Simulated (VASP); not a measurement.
**Mg2Ge: band gap against strain**

Mg2Ge (antifluorite, Fm-3m, 21.917 Å³/atom and stress up to 0.13 GPa in the relaxed cell, cube axes along x, y and z) under an equal strain ε along all three axes. PBE in VASP (plane waves, PAW), 480 eV, 8×8×8 Γ-centred mesh, Gaussian smearing 0.05 eV; ions are relaxed, or left where forces stay under 0.02 eV/Å, within the symmetry of each cell. Gaps are the smallest on the run's k-mesh, which can miss an edge that lies off it, without spin-orbit coupling; in all rows the valence edge lies at Γ and the conduction edge at about 1.0 Å⁻¹ from Γ. Runs with a gap under 0.1 eV are left out.

Here s stands for strain and Eg for gap.

| strain (%) | gap (eV) |
|---|---|
| -1.50 | 0.11 |
| -1.00 | 0.13 |
| -0.50 | 0.14 |
| 0.00 | 0.16 |
| 0.50 | 0.17 |
| 1.00 | 0.18 |
| 1.50 | 0.19 |
| 3.00 | ? |

Task: Using a straight line, estimate the missing Eg at s = 3.00 from the other rows, showing the fit.

Result: Means: s 0, Eg 0.154. About the means, the sum of products is 0.18500 and the sum of squares of s is 7.0000; the slope is their ratio. Least squares gives Eg = 0.154 + 0.0264·s. Residuals (row less fit): -0.004, 0.002, -0.001, 0.006, 0.003, 0.000, -0.004; standard error 0.004 (degrees of freedom: 5). Over these rows the gap moves by 2.6 ± 0.2 eV per unit strain, or 0.9 eV per unit of ln V. At the withheld row, Eg = 0.154 + 0.0264 × 3.0 = 0.233 eV. The calculation gives 0.23 eV, which the fit meets to the printed digits. The row lies outside the fitted rows, so this is an extrapolation. The scatter of the fitted rows lies at the last printed digit.

Other structures, which can take over under pressure, weren't tried. Spin-orbit coupling is left out, which can shift this property for Mg2Ge. Rows are the converged runs of the series near zero and its far end, less any whose ions stayed unrelaxed beside relaxed ones; series whose fitted rows scatter by over a few per cent of the range, as at a crossing or softening among them, aren't shown in this form. Most that stay on the fit to the last digits aren't either.
